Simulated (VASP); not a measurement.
An input for Ansatz (written as the equivalent of a VASP run, and not itself run):

Ansatz 0.2 input:
```yaml
crystal:
  lattice:
    - [4.2950705, 0.0000000, 0.0000000]
    - [0.0000000, 4.2950705, 0.0000000]
    - [0.0000000, 0.0000000, 4.2950705]
  atoms:
    - { symbol: Ba, position: [0.0000000, 0.0000000, 0.0000000] }
    - { symbol: Zr, position: [0.5000000, 0.5000000, 0.5000000] }
    - { symbol: O, position: [0.5000000, 0.0000000, 0.5000000] }
    - { symbol: O, position: [0.0000000, 0.5000000, 0.5000000] }
    - { symbol: O, position: [0.5000000, 0.5000000, 0.0000000] }
kpoints:
  mp_grid: { grid: [5, 5, 5] }
hamiltonian:
  xc: pbe
  dispersion: d3bj
  pseudopotentials: { kind: paw }
scf:
  occupations: { method: gaussian, width: 0.05 }
  max_iter: 100
output: { forces: true, stress: true, eigenvalues: true }
```

### Question
Write the VASP files for the same calculation (PBE-D3(BJ)).

### Answer
Several could match; the one computed here: 
**INCAR**
```
SYSTEM  =  BaZrO3
PREC  =  Accurate; ENCUT  =  520; LREAL  =  F
LASPH  =  T
EDIFF  =  1E-7; NELM  =  100; ALGO  =  Normal
LMAXMIX  =  4
ISMEAR  =  0; SIGMA  =  0.05
GGA  =  PE; IVDW  =  12
ISIF  =  2
LWAVE  =  F; LCHARG  =  F
```

### KPOINTS
```
Automatic mesh
0
Gamma
 5 5 5
0 0 0
```

**POSCAR**
```
BaZrO3
1
    4.2950705105     0.0000000000     0.0000000000
    0.0000000000     4.2950705105     0.0000000000
    0.0000000000     0.0000000000     4.2950705105
Ba Zr O
1 1 3
Direct
  0.0000000000   0.0000000000   0.0000000000
  0.5000000000   0.5000000000   0.5000000000
  0.5000000000   0.0000000000   0.5000000000
  0.0000000000   0.5000000000   0.5000000000
  0.5000000000   0.5000000000   0.0000000000
```

POTCAR, in this order: Ba_sv Zr_sv O (PBE.64 set). Program: vasp_std.

What does not carry over: each code has its own PAW files, so the cut-off isn't converted (ENCUT is set for VASP's; basis.ecutwfc is left out, and Ansatz then takes the one that its files recommend); Ansatz stops its SCF on the density residual and VASP on the energy change (EDIFF).

The compound is BaZrO3 in the cubic perovskite structure. This cell is one point of a volume scan, at 1.06 of the reference volume.
